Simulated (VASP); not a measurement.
Calculation: revPBE GGA, VASP's PBE PAW potentials (set 64) (plane waves; VASP).

Input for VASP

POSCAR:
```
Ru
1
    1.3378916435    -2.3172964577     0.0000000000
    1.3378916435     2.3172964577     0.0000000000
    0.0000000000     0.0000000000     4.2162098332
Ru
2
Direct
  0.3333330000   0.6666670000   0.2500000000
  0.6666670000   0.3333330000   0.7500000000
```

KPOINTS:
```
K-points
0
G
 15 15 9
```

### INCAR
```
ALGO=Normal
EDIFF=1E-7
EDIFFG=-0.01
ENCUT=520
GGA=RE
IBRION=2
ISIF=4
ISMEAR=1
LASPH=.TRUE.
LCHARG=.FALSE.
LMAXMIX=4
LREAL=.FALSE.
LWAVE=.FALSE.
NELM=100
NSW=30
PREC=Accurate
SIGMA=0.1
SYSTEM=Ru
```

POTCAR, in this order: Ru_pv (PBE.64 set). Program: vasp_std.

Output

OUTCAR:
```
 ion  position               nearest neighbor table
   1  0.333  0.667  0.250-   2 2.61   2 2.61   2 2.61   2 2.61   2 2.61   2 2.61
   2  0.667  0.333  0.750-   1 2.61   1 2.61   1 2.61   1 2.61   1 2.61   1 2.61
  LATTYP: Found a hexagonal cell.
 ALAT       =     2.6757834222
 C/A-ratio  =     1.5756917388
 Subroutine PRICEL returns:
 Original cell was already a primitive cell.
 Subroutine GETGRP returns: Found 24 space group operations
The static configuration has the point symmetry D_3d.
 The point group associated with its full space group is D_6h.
The dynamic configuration has the point symmetry D_3d.
 Subroutine INISYM returns: Found 24 space group operations
 Subroutine IBZKPT returns following result:
 Found    135 irreducible k-points:

 Following reciprocal coordinates:
            Coordinates               Weight
  0.000000  0.000000  0.000000      1.000000
  0.066667  0.000000  0.000000      6.000000
  0.133333 -0.000000  0.000000      6.000000
  0.200000  0.000000  0.000000      6.000000
  0.266667 -0.000000  0.000000      6.000000
  0.333333  0.000000  0.000000      6.000000
  0.400000  0.000000  0.000000      6.000000
  0.466667  0.000000  0.000000      6.000000
  0.066667  0.066667  0.000000      6.000000
  0.133333  0.066667  0.000000     12.000000
  0.200000  0.066667  0.000000     12.000000
  0.266667  0.066667  0.000000     12.000000
  0.333333  0.066667  0.000000     12.000000
  0.400000  0.066667  0.000000     12.000000
  0.466667  0.066667  0.000000      6.000000
  0.133333  0.133333  0.000000      6.000000
  0.200000  0.133333  0.000000     12.000000
  0.266667  0.133333  0.000000     12.000000
  0.333333  0.133333  0.000000     12.000000
  0.400000  0.133333  0.000000     12.000000
  0.200000  0.200000  0.000000      6.000000
  0.266667  0.200000  0.000000     12.000000
  0.333333  0.200000  0.000000     12.000000
  0.400000  0.200000  0.000000      6.000000
  0.266667  0.266667  0.000000      6.000000
  0.333333  0.266667  0.000000     12.000000
  0.333333  0.333333  0.000000      2.000000
  0.000000  0.000000  0.111111      2.000000
  0.066667  0.000000  0.111111     12.000000
  0.133333 -0.000000  0.111111     12.000000
  0.200000  0.000000  0.111111     12.000000
  0.266667 -0.000000  0.111111     12.000000
  0.333333  0.000000  0.111111     12.000000
  0.400000  0.000000  0.111111     12.000000
  0.466667  0.000000  0.111111     12.000000
  0.066667  0.066667  0.111111     12.000000
  0.133333  0.066667  0.111111     24.000000
  0.200000  0.066667  0.111111     24.000000
  0.266667  0.066667  0.111111     24.000000
  0.333333  0.066667  0.111111     24.000000
   k-points           NKPTS =    135   k-points in BZ     NKDIM =    135   number of bands    NBANDS=     18
   number of dos      NEDOS =    301   number of ions     NIONS =      2
   total plane-waves  NPLWV =  12800
   dimension x,y,z NGX =    20 NGY =   20 NGZ =   32
   dimension x,y,z NGXF=    40 NGYF=   40 NGZF=   64
   ions per type =               2
   PREC   = accura    normal or accurate (medium, high low for compatibility)
   ISTART =      0    job   : 0-new  1-cont  2-samecut
   ICHARG =      2    charge: 1-file 2-atom 10-const
   ISPIN  =      1    spin polarized calculation?
   LNONCOLLINEAR =      F non collinear calculations
   LSORBIT =      F    spin-orbit coupling
   INIWAV =      1    electr: 0-lowe 1-rand  2-diag
   ENCUT  =  520.0 eV  38.22 Ry    6.18 a.u.   4.98  4.98  7.84*2*pi/ulx,y,z
   NELM   =    100;   NELMIN=  2; NELMDL= -5     # of ELM steps
   EDIFF  = 0.1E-06   stopping-criterion for ELM
   LREAL  =      F    real-space projection
...
```

**OSZICAR**
```
       N       E                     dE             d eps       ncg     rms          rms(c)
DAV:   1     0.285608224234E+03    0.28561E+03   -0.18170E+04  4868   0.174E+03
DAV:   2    -0.119329188179E+02   -0.29754E+03   -0.29181E+03  5152   0.497E+02
DAV:   3    -0.184975122565E+02   -0.65646E+01   -0.63958E+01  5108   0.791E+01
DAV:   4    -0.185625608008E+02   -0.65049E-01   -0.64999E-01  6008   0.705E+00
DAV:   5    -0.185635144137E+02   -0.95361E-03   -0.95358E-03  5244   0.747E-01    0.190E+01
DAV:   6    -0.174446340282E+02    0.11189E+01   -0.28759E+00  4900   0.181E+01    0.567E+00
DAV:   7    -0.173539827488E+02    0.90651E-01   -0.29419E-01  4996   0.534E+00    0.126E+00
DAV:   8    -0.173463916465E+02    0.75911E-02   -0.90465E-03  5016   0.112E+00    0.918E-02
DAV:   9    -0.173464937516E+02   -0.10211E-03   -0.39110E-04  6818   0.181E-01    0.632E-02
DAV:  10    -0.173464996770E+02   -0.59254E-05   -0.25662E-05  5104   0.561E-02    0.159E-02
DAV:  11    -0.173465053365E+02   -0.56595E-05   -0.40618E-06  5140   0.229E-02    0.364E-03
DAV:  12    -0.173465046100E+02    0.72645E-06   -0.11090E-07  3156   0.369E-03    0.516E-04
DAV:  13    -0.173465046411E+02   -0.31045E-07   -0.91187E-09  2522   0.824E-04
   1 F= -.17346505E+02 E0= -.17345914E+02  d E =-.173465E+02
       N       E                     dE             d eps       ncg     rms          rms(c)
DAV:   1    -0.173812324691E+02   -0.34728E-01   -0.13558E+00  4908   0.102E+01    0.113E+00
DAV:   2    -0.173526506166E+02    0.28582E-01   -0.39738E-02  4902   0.190E+00    0.477E-01
DAV:   3    -0.173465834621E+02    0.60672E-02   -0.20051E-02  5834   0.101E+00    0.104E-01
DAV:   4    -0.173466086957E+02   -0.25234E-04   -0.57936E-04  5740   0.281E-01    0.694E-02
DAV:   5    -0.173466189305E+02   -0.10235E-04   -0.53310E-05  6686   0.582E-02    0.278E-02
DAV:   6    -0.173466188804E+02    0.50113E-07   -0.74491E-06  5100   0.334E-02    0.249E-03
DAV:   7    -0.173466189234E+02   -0.43017E-07   -0.31559E-07  3918   0.583E-03
   2 F= -.17346619E+02 E0= -.17346362E+02  d E =-.114282E-03
       N       E                     dE             d eps       ncg     rms          rms(c)
DAV:   1    -0.173556373836E+02   -0.90185E-02   -0.31258E-01  4908   0.490E+00    0.543E-01
DAV:   2    -0.173490685142E+02    0.65689E-02   -0.90623E-03  4898   0.936E-01    0.231E-01
DAV:   3    -0.173476679728E+02    0.14005E-02   -0.47169E-03  5870   0.494E-01    0.512E-02
DAV:   4    -0.173476747851E+02   -0.68123E-05   -0.14020E-04  5768   0.140E-01    0.339E-02
DAV:   5    -0.173476772272E+02   -0.24422E-05   -0.12563E-05  6690   0.260E-02    0.162E-02
DAV:   6    -0.173476761250E+02    0.11022E-05   -0.31259E-06  5004   0.213E-02    0.178E-03
DAV:   7    -0.173476760937E+02    0.31353E-07   -0.10926E-07  2656   0.360E-03
   3 F= -.17347676E+02 E0= -.17347241E+02  d E =-.117145E-02
```

File OUTCAR:
```
------------------------ aborting loop because EDIFF is reached ----------------------------------------
  FORCE on cell =-STRESS in cart. coord.  units (eV):
  Direction    XX          YY          ZZ          XY          YZ          ZX
  --------------------------------------------------------------------------------------
  Total        3.5081282      3.5081287      3.5089677      0.0000000      0.0000000     -0.0000000
  in kB      214.9964508    214.9964822    215.0478952      0.0000000      0.0000000     -0.0000000
  external PRESSURE =     215.0136094 kB  Pullay stress =       0.0000000 kB
  volume of cell :       26.14
      direct lattice vectors                 reciprocal lattice vectors
     1.334951326 -2.312203691  0.000000000     0.374545491 -0.216243924 -0.000000000
     1.334951326  2.312203691 -0.000000000     0.374545491  0.216243924 -0.000000000
     0.000000000 -0.000000000  4.234803219     0.000000000  0.000000000  0.236138481
 POSITION                                       TOTAL-FORCE (eV/Angst)
 -----------------------------------------------------------------------------------
      1.33495      0.77074      1.05870         0.000000     -0.000000      0.000000
      1.33495     -0.77074      3.17610        -0.000000      0.000000      0.000000
 -----------------------------------------------------------------------------------
    total drift:                               -0.000000      0.000491     -0.000045
  FREE ENERGIE OF THE ION-ELECTRON SYSTEM (eV)
  ---------------------------------------------------
  free  energy   TOTEN  =       -17.3476760937 eV

  energy  without entropy=      -17.3463715395  energy(sigma->0) =      -17.34724124

 reached required accuracy - stopping structural energy minimisation
```
(Selected blocks of OUTCAR.)

File CONTCAR:
```
Ru
   1.00000000000000
     1.3349513259346082   -2.3122036910438495    0.0000000000000000
     1.3349513259346082    2.3122036910438495   -0.0000000000000000
     0.0000000000000000   -0.0000000000000000    4.2348032188499536
  Ru
     2
Direct
     0.3333330000000032    0.6666669999999968    0.2500000000000000
     0.6666669999999968    0.3333330000000032    0.7500000000000000
```

OUTCAR:
```
 val. band max:       13.5726875419   @ k =   0.4667   0.0667   0.2222

 cond. band min:      13.6031087161   @ k =   0.4667   0.0667   0.3333


 Fermi energy:        13.5748470019

 k-point     1 :       0.0000    0.0000    0.0000
  band No.  band energies     occupation
      1     -30.2022      2.00000
      2     -29.1528      2.00000
      3     -29.1528      2.00000
      4     -28.9641      2.00000
      5     -28.9641      2.00000
      6     -28.9150      2.00000
      7       5.4044      2.00000
      8       7.1037      2.00000
      9      10.8493      2.00000
     10      10.8493      2.00000
     11      11.0178      2.00000
     12      11.5673      2.00000
     13      11.5673      2.00000
     14      12.1474      2.00000
     15      12.1474      2.00000
     16      14.8453     -0.00000
     17      14.8453     -0.00000
     18      14.9222     -0.00000

 k-point     2 :       0.0667    0.0000    0.0000
  band No.  band energies     occupation
      1     -30.1851      2.00000
      2     -29.1899      2.00000
      3     -29.1652      2.00000
      4     -29.0028      2.00000
      5     -28.9691      2.00000
      6     -28.9228      2.00000
      7       5.5766      2.00000
      8       7.2362      2.00000
      9      10.5188      2.00000
     10      10.9905      2.00000
     11      11.3041      2.00000
     12      11.4924      2.00000
     13      11.6978      2.00000
     14      11.9693      2.00000
     15      12.0390      2.00000
     16      13.5218      1.77313
     17      14.9133     -0.00000
     18      16.4810      0.00000

 k-point     3 :       0.1333   -0.0000    0.0000
  band No.  band energies     occupation
      1     -30.1351      2.00000
      2     -29.2948      2.00000
      3     -29.1996      2.00000
      4     -29.1107      2.00000
      5     -28.9840      2.00000
      6     -28.9462      2.00000
      7       6.0631      2.00000
      8       7.5802      2.00000
      9      10.0806      2.00000
...
```

The compound is Ru in the hcp structure. This cell is one point of a volume scan, at 0.94 of the reference volume. Symmetry was kept, so distortions that lower it aren't found.
